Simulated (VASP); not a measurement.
# Co: surface energy and work function by face, part 2 of 5

Aim: compare the low-index faces of Co at one level of theory.

VASP 6.6.1; PBE, spin-polarised from a ferromagnetic start; plane waves and PAW (Co).

Still holding for the runs below: The magnetic state follows from one typed start and may not be the lowest.

So far. Step 3 (The bulk reference, job self-consistent run, k-mesh …): The run ends at a pressure of 0.34 GPa.

**4. Surface relaxation, 8 atoms, face Co(0001)**

System of this step: Co(0001). The cell holds 8 atoms: 8 Co. Cell: a = 2.488 Å, b = 2.488 Å, c = 29.086 Å, α = 90.0°, β = 90.0°, γ = 60.0°. It derives from Co. 8 layers of hcp Co, cut at this functional's lattice. Vacuum lies along c.

All atoms relax at the fixed cell.

INCAR

```
SYSTEM = Co
PREC = Normal
ENCUT = 320
EDIFF = 1E-05
NELM = 120
ISMEAR = 1
SIGMA = 0.15
LREAL = .FALSE.
ALGO = Fast
GGA = PE
NBANDS = 58
ISPIN = 2
MAGMOM = 2 2 2 2 2 2 2 2
LASPH = .TRUE.
LMAXMIX = 4
LORBIT = 11
LWAVE = .FALSE.
LCHARG = .FALSE.
KPAR = 4
IBRION = 2
NSW = 40
ISIF = 2
EDIFFG = -0.03
POTIM = 0.4
MAXMIX = 40
```

POSCAR

```
Co
1.0
    2.4880051214      0.0000000000      0.0000000000
    1.2440025607      2.1546756399      0.0000000000
    0.0000000000      0.0000000000     29.0861885504
Co
8
Direct
    0.6666666700      0.6666666700      0.2578543400
    0.0000000000      0.0000000000      0.3270388200
    0.6666666700      0.6666666700      0.3962232900
    0.0000000000      0.0000000000      0.4654077600
    0.6666666700      0.6666666700      0.5345922400
    0.0000000000      0.0000000000      0.6037767100
    0.6666666700      0.6666666700      0.6729611800
    0.0000000000      0.0000000000      0.7421456600
```

KPOINTS

```
Automatic mesh
0
Gamma
15 15 1
0 0 0
```

PAW data sets: Co (PBE family, release 64).

Command:

```bash
> mpirun -np 4 vasp_std
```

The program printed:

```text
[banner, memory and clock lines left out]
running    4 mpi-ranks, on    1 nodes
 distrk:  each k-point on    1 cores,    4 groups
 distr:  one band on    1 cores,    1 groups

 POSCAR found type information on POSCAR Co
 POSCAR found :  1 types and       8 ions
 LDA part: xc-table for (Slater+PW92), standard interpolation
 POSCAR, INCAR and KPOINTS ok, starting setup
 FFT: planning ... GRIDC
 FFT: planning ... GRID_SOFT
 FFT: planning ... GRID
 WAVECAR not read
 entering main loop
       N       E                     dE             d eps       ncg     rms          rms(c)
DAV:   1     0.464027310116E+03    0.46403E+03   -0.23845E+04  6344   0.105E+03
DAV:   2    -0.237662041645E+02   -0.48779E+03   -0.45075E+03  6268   0.271E+02
DAV:   3    -0.622899402952E+02   -0.38524E+02   -0.35243E+02  6684   0.104E+02
DAV:   4    -0.629868899921E+02   -0.69695E+00   -0.69530E+00  6928   0.160E+01
DAV:   5    -0.630096388997E+02   -0.22749E-01   -0.22748E-01  9448   0.187E+00    0.294E+01
RMM:   6    -0.932461888337E+02   -0.30237E+02   -0.72728E+01  6264   0.578E+01    0.594E+01
RMM:   7    -0.909935176118E+02    0.22527E+01   -0.14153E+01  6280   0.223E+01    0.628E+01
RMM:   8    -0.697561911222E+02    0.21237E+02   -0.15897E+01  6300   0.262E+01    0.493E+01
RMM:   9    -0.556929075224E+02    0.14063E+02   -0.87228E+00  6310   0.196E+01    0.288E+01
RMM:  10    -0.615217018234E+02   -0.58288E+01   -0.44693E+00  6315   0.123E+01    0.459E+01
RMM:  11    -0.528084051926E+02    0.87133E+01   -0.20583E+00  6308   0.101E+01    0.120E+01
RMM:  12    -0.546141251305E+02   -0.18057E+01   -0.55484E-01  6334   0.450E+00    0.207E+01
RMM:  13    -0.533312925787E+02    0.12828E+01   -0.74855E-01  6316   0.536E+00    0.864E+00
RMM:  14    -0.539561907482E+02   -0.62490E+00   -0.37386E-01  6314   0.247E+00    0.695E+00
RMM:  15    -0.541501554652E+02   -0.19396E+00   -0.43709E-01  6404   0.264E+00    0.291E+00
RMM:  16    -0.542928618983E+02   -0.14271E+00   -0.76931E-02  6344   0.122E+00    0.263E+00
RMM:  17    -0.543529930050E+02   -0.60131E-01   -0.46940E-02  6297   0.102E+00    0.192E+00
RMM:  18    -0.544481948715E+02   -0.95202E-01   -0.36790E-02  6340   0.691E-01    0.216E+00
RMM:  19    -0.544487858534E+02   -0.59098E-03   -0.66763E-03  6350   0.339E-01    0.162E+00
RMM:  20    -0.545088351147E+02   -0.60049E-01   -0.11473E-02  6409   0.410E-01    0.185E+00
RMM:  21    -0.546208926847E+02   -0.11206E+00   -0.38755E-02  6709   0.587E-01    0.216E+00
RMM:  22    -0.546764228350E+02   -0.55530E-01   -0.25562E-02  6595   0.499E-01    0.201E+00
RMM:  23    -0.546791195528E+02   -0.26967E-02   -0.71033E-03  6416   0.260E-01    0.155E+00
RMM:  24    -0.547267393168E+02   -0.47620E-01   -0.36552E-03  6353   0.196E-01    0.136E+00
RMM:  25    -0.547715010273E+02   -0.44762E-01   -0.32599E-03  6417   0.201E-01    0.851E-01
RMM:  26    -0.548859178176E+02   -0.11442E+00   -0.82929E-03  6921   0.368E-01    0.338E-01
RMM:  27    -0.548971188594E+02   -0.11201E-01   -0.36097E-04  6269   0.123E-01    0.203E-01
RMM:  28    -0.549012838101E+02   -0.41650E-02   -0.12102E-04  6216   0.597E-02    0.136E-01
RMM:  29    -0.549097629059E+02   -0.84791E-02   -0.10384E-04  5895   0.479E-02    0.107E-01
RMM:  30    -0.549157596056E+02   -0.59967E-02   -0.11587E-04  5607   0.436E-02    0.167E-01
RMM:  31    -0.549221796367E+02   -0.64200E-02   -0.13767E-04  5305   0.376E-02    0.162E-01
RMM:  32    -0.549233867854E+02   -0.12071E-02   -0.82081E-05  5191   0.337E-02    0.997E-02
RMM:  33    -0.549252449733E+02   -0.18582E-02   -0.44258E-05  4455   0.219E-02    0.589E-02
RMM:  34    -0.549258407315E+02   -0.59576E-03   -0.10474E-05  4035   0.104E-02    0.332E-02
RMM:  35    -0.549261908226E+02   -0.35009E-03   -0.46165E-06  3834   0.928E-03    0.130E-02
RMM:  36    -0.549265554928E+02   -0.36467E-03   -0.31408E-06  3786   0.897E-03    0.119E-02
RMM:  37    -0.549266012934E+02   -0.45801E-04   -0.90265E-07  3665   0.558E-03    0.467E-03
RMM:  38    -0.549266222543E+02   -0.20961E-04   -0.68358E-07  3524   0.507E-03    0.202E-03
RMM:  39    -0.549266358430E+02   -0.13589E-04   -0.67846E-07  3554   0.510E-03    0.224E-03
RMM:  40    -0.549266367228E+02   -0.87983E-06   -0.17154E-07  2603   0.301E-03
   1 F= -.54926637E+02 E0= -.54928528E+02  d E =-.549266E+02  mag=    13.0903
 curvature:   0.00 expect dE= 0.000E+00 dE for cont linesearch  0.000E+00
 trial: gam= 0.00000 g(F)=  0.278E-01 g(S)=  0.000E+00 ort = 0.000E+00 (trialstep = 0.100E+01)
 search vector abs. value=  0.278E-01
 bond charge predicted
       N       E                     dE             d eps       ncg     rms          rms(c)
DAV:   1    -0.549322458587E+02   -0.56100E-02   -0.42991E+00  6614   0.732E+00    0.998E-01
RMM:   2    -0.549391741213E+02   -0.69283E-02   -0.61720E-02  6264   0.173E+00    0.703E-01
RMM:   3    -0.549469102123E+02   -0.77361E-02   -0.13633E-02  6294   0.610E-01    0.232E-01
RMM:   4    -0.549476345677E+02   -0.72436E-03   -0.45055E-03  7367   0.314E-01    0.225E-01
RMM:   5    -0.549473751723E+02    0.25940E-03   -0.43137E-04  6303   0.111E-01    0.179E-01
RMM:   6    -0.549474568999E+02   -0.81728E-04   -0.19781E-04  6270   0.804E-02    0.567E-02
RMM:   7    -0.549474950918E+02   -0.38192E-04   -0.69470E-05  5831   0.379E-02    0.303E-02
RMM:   8    -0.549474888571E+02    0.62347E-05   -0.19460E-05  4416   0.206E-02
   2 F= -.54947489E+02 E0= -.54948865E+02  d E =-.208521E-01  mag=    13.0936
[...]
3 F= -.54953683E+02 E0= -.54954560E+02  d E =-.270463E-01  mag=    13.1076
[...]
4 F= -.54953691E+02 E0= -.54954549E+02  d E =-.270544E-01  mag=    13.1079
 curvature:  -0.91 expect dE=-0.256E-03 dE for cont linesearch -0.690E-05
 ZBRENT: bracketing found
 ZBRENT: accuracy reached
 trial: gam= 0.02658 g(F)=  0.281E-03 g(S)=  0.000E+00 ort =-0.459E-03 (trialstep = 0.118E+01)
 search vector abs. value=  0.276E-03
 bond charge predicted
       N       E                     dE             d eps       ncg     rms          rms(c)
DAV:   1    -0.549537876116E+02   -0.98840E-04   -0.57008E-02  6478   0.851E-01    0.133E-01
RMM:   2    -0.549537600750E+02    0.27537E-04   -0.76658E-04  6264   0.195E-01    0.828E-02
RMM:   3    -0.549538458383E+02   -0.85763E-04   -0.15239E-04  6226   0.654E-02    0.267E-02
RMM:   4    -0.549538990370E+02   -0.53199E-04   -0.42812E-05  5056   0.323E-02    0.191E-02
RMM:   5    -0.549539340497E+02   -0.35013E-04   -0.55258E-06  3772   0.155E-02    0.123E-02
RMM:   6    -0.549539579645E+02   -0.23915E-04   -0.34162E-06  3762   0.947E-03    0.729E-03
RMM:   7    -0.549539470004E+02    0.10964E-04   -0.13898E-06  3703   0.601E-03    0.430E-03
RMM:   8    -0.549539560905E+02   -0.90901E-05   -0.72634E-07  3552   0.434E-03
   5 F= -.54953956E+02 E0= -.54954786E+02  d E =-.264965E-03  mag=    13.1066
 trial-energy change:   -0.000265  1 .order   -0.000265   -0.000316   -0.000213
 step:   3.6178(harm=  3.6178)  dis= 0.00544  next Energy=   -54.954177 (dE=-0.485E-03)
 reached required accuracy - stopping structural energy minimisation
```

Run time: 2.5 min. Hardware: 4 MPI ranks of AMD EPYC 7R13 (Zen 3), shared host; peak memory 1 GiB.

Parts of OUTCAR (step 4):

```text
  LATTYP: Found a hexagonal cell.
 ALAT       =     2.4880051214
 C/A-ratio  =    11.6905661890

 Subroutine GETGRP returns: Found 12 space group operations
 (whereof  6 operations were pure point group operations)

The static configuration has the point symmetry C_3v.
 The point group associated with its full space group is D_3d.

 Found     27 irreducible k-points:

   k-points           NKPTS =     27   k-points in BZ     NKDIM =     27   number of bands    NBANDS=     58

   dimension x,y,z NGX =    12 NGY =   12 NGZ =  128
   dimension x,y,z NGXF=    24 NGYF=   24 NGZF=  256

   ENCUT  =  320.0 eV  23.52 Ry    4.85 a.u.   3.63  3.63 42.42*2*pi/ulx,y,z

   NELECT =      72.0000    total number of electrons

 E-fermi :   3.6193

 spin component 1
 k-point     1 :       0.0000    0.0000    0.0000
  band No.  band energies     occupation
    ...
     44       2.7153      1.00000
     45       2.7153      1.00000
     46       2.7669      1.00000
     47       2.7669      1.00000
     48       3.4030      1.03014
     49       3.7226      0.04413
     50       8.2176      0.00000
     51       8.4494      0.00000
     52       9.4931      0.00000
     53      10.4076      0.00000
    ...

 k-point     2 :       0.0667    0.0000    0.0000
  band No.  band energies     occupation
    ...
     43       2.6726      1.00000
     44       2.7270      1.00000
     45       2.7809      1.00000
     46       2.7841      1.00000
     47       3.2311      1.00077
     48       3.9515     -0.00376
     49       4.3406     -0.00000
     50       8.3618      0.00000
     51       8.5852      0.00000
     52       9.6310      0.00000
    ...

 k-point     3 :       0.1333    0.0000    0.0000
  band No.  band energies     occupation
    ...
     42       2.6454      1.00000
     43       2.6826      1.00000
     44       2.7544      1.00000
     45       2.8248      1.00000
     46       3.1990      1.00027
     47       3.9678     -0.00246
     48       4.8602     -0.00000
     49       5.4255     -0.00000
     50       8.7939      0.00000
     51       8.9849      0.00000
    ...

 k-point     4 :       0.2000   -0.0000    0.0000
  band No.  band energies     occupation
    ...
     41       2.5521      1.00000
     42       2.6947      1.00000
     43       2.7852      1.00000
     44       2.8704      1.00000
     45       2.9593      1.00000
     46       3.7474     -0.00250
     47       4.7763     -0.00000
     48       5.8854     -0.00000
     49       6.6724      0.00000
     50       9.5127      0.00000
    ...

  Total       -1.1162034     -1.1162034     -0.3608907      0.0000000      0.0000000     -0.0000000
  in kB      -11.4692214    -11.4692214     -3.7082269      0.0000000      0.0000000     -0.0000000
  external PRESSURE =      -8.8822233 kB  Pullay stress =       0.0000000 kB

  energy-cutoff  :      320.00
  volume of cell :      155.93
      direct lattice vectors                 reciprocal lattice vectors
     2.488005121  0.000000000  0.000000000     0.401928433 -0.232053489  0.000000000
     1.244002561  2.154675640  0.000000000     0.000000000  0.464106978  0.000000000
     0.000000000  0.000000000 29.086188550     0.000000000  0.000000000  0.034380579

 POSITION                                       TOTAL-FORCE (eV/Angst)
 -----------------------------------------------------------------------------------
      2.48801      1.43645      7.52626        -0.000000      0.000000      0.023358
      0.00000      0.00000      9.47967        -0.000000     -0.000000      0.015451
      2.48801      1.43645     11.53664         0.000000      0.000000     -0.026140
      2.48801      0.00000     13.52941        -0.000000      0.000000     -0.012911
      2.48801      1.43645     15.55678         0.000000     -0.000000      0.012911
      0.00000      0.00000     17.54954        -0.000000     -0.000000      0.026140
      2.48801      1.43645     19.60652         0.000000      0.000000     -0.015451
      0.00000      0.00000     21.55993         0.000000     -0.000000     -0.023358
 -----------------------------------------------------------------------------------
    total drift:                                0.000001      0.000001     -0.000002

  FREE ENERGIE OF THE ION-ELECTRON SYSTEM (eV)
  ---------------------------------------------------
  free  energy   TOTEN  =       -54.9539560905 eV

  energy  without entropy=      -54.9564464352  energy(sigma->0) =      -54.95478621

 total charge
# of ion       s       p       d       tot
------------------------------------------
    1        0.487   0.415   7.234   8.136
    2        0.491   0.529   7.257   8.277
    3        0.489   0.521   7.253   8.263
    4        0.492   0.528   7.255   8.275
    5        0.492   0.528   7.255   8.275
    6        0.489   0.521   7.253   8.263
    7        0.491   0.529   7.257   8.277
    8        0.487   0.415   7.234   8.136
--------------------------------------------------
tot          3.917   3.984  58.001  65.902

 magnetization (x)
# of ion       s       p       d       tot
------------------------------------------
    1       -0.011  -0.042   1.780   1.727
    2       -0.015  -0.055   1.731   1.661
    3       -0.015  -0.055   1.693   1.622
    4       -0.015  -0.056   1.694   1.622
    5       -0.015  -0.056   1.694   1.622
    6       -0.015  -0.055   1.693   1.622
    7       -0.015  -0.055   1.731   1.661
    8       -0.011  -0.042   1.780   1.727
--------------------------------------------------
tot         -0.114  -0.417  13.795  13.264

[... 1 part as in an earlier step ...]

[... 11 further parts left out ...]
```

CONTCAR:

```
Co
   1.00000000000000
     2.4880051214000001    0.0000000000000000    0.0000000000000000
     1.2440025607000000    2.1546756399000002    0.0000000000000000
     0.0000000000000000    0.0000000000000000   29.0861885503999993
  Co
     8
Direct
     0.6666666699999979    0.6666666699999979    0.2587571864739606
     0.0000000000000000    0.0000000000000000    0.3259164569029806
     0.6666666699999979    0.6666666699999979    0.3966365085241759
     1.0000000000000000    0.0000000000000000    0.4651489153360028
     0.6666666699999979    0.6666666699999979    0.5348510846639972
     0.0000000000000000    0.0000000000000000    0.6033634914758240
     0.6666666699999979    0.6666666699999979    0.6740835430970195
     0.0000000000000000    0.0000000000000000    0.7412428135260395
```

The run keeps the 12 symmetry operations of its start, so it cannot find a distortion of lower symmetry.

The steps of the relaxation:

```
step  energy less that of the first step (eV)  largest force (eV/Å)
   1                                   0.0000                0.4525
   2                                  -0.0209                0.2123
   3                                  -0.0270                0.0416
   4                                  -0.0271                0.0434
   5                                  -0.0273                0.0261
```

The atoms that moved most (Å):

```
atom     dx     dy      dz  length
 Co2  0.000  0.000  -0.033   0.033
 Co7  0.000  0.000   0.033   0.033
 Co8  0.000  0.000  -0.026   0.026
 Co1  0.000  0.000   0.026   0.026
 Co6  0.000  0.000  -0.012   0.012
 Co3  0.000  0.000   0.012   0.012
 Co4  0.000  0.000  -0.008   0.008
 Co5  0.000  0.000   0.008   0.008
```

Final coordinates:

```xyz
8
Lattice="2.4880 0.0000 0.0000 1.2440 2.1547 0.0000 0.0000 0.0000 29.0862" Properties=species:S:1:pos:R:3
Co    2.4880    1.4365    7.5263
Co    0.0000    0.0000    9.4797
Co    2.4880    1.4365   11.5366
Co    0.0000    0.0000   13.5294
Co    2.4880    1.4365   15.5568
Co    0.0000    0.0000   17.5495
Co    2.4880    1.4365   19.6065
Co    0.0000    0.0000   21.5599
```

Numbers from this step:

| Quantity | Value |
| --- | --- |
| electronic cycles | 67 |
| electrons | 72 |
| free energy (TOTEN) | -54.9540 eV |
| energy at zero smearing | -54.9548 eV |
| Fermi energy | 3.619 eV |
| moment of the cell, from the last line of the log | 13.11 μB |

Spin moment in the PAW sphere by atom:

```
atom  spin moment in the PAW sphere (μB)
 Co1                                1.73
 Co2                                1.66
 Co3                                1.62
 Co4                                1.62
 Co5                                1.62
 Co6                                1.62
 Co7                                1.66
 Co8                                1.73
```

The run ended after 5 ionic steps, 0.027 eV below its first step, once the forces on the free atoms met EDIFFG = -0.03.

(Part 2 of 5 ends here.)

[Lines on the potential files, build, host, timing and source positions are cut from VASP's logs without a mark.]

[Logs are printed without paths, hosts, clocks, repeated set-up lines and the standing remarks that a program may print on its own settings, such as how far it seeks lower states.]

[Hosts, paths, dates, database ids (printed as entryN), source tags and the programs' standing remarks are cut or masked in the printed files.]

[Runs that stopped without an error message from VASP are left out.]
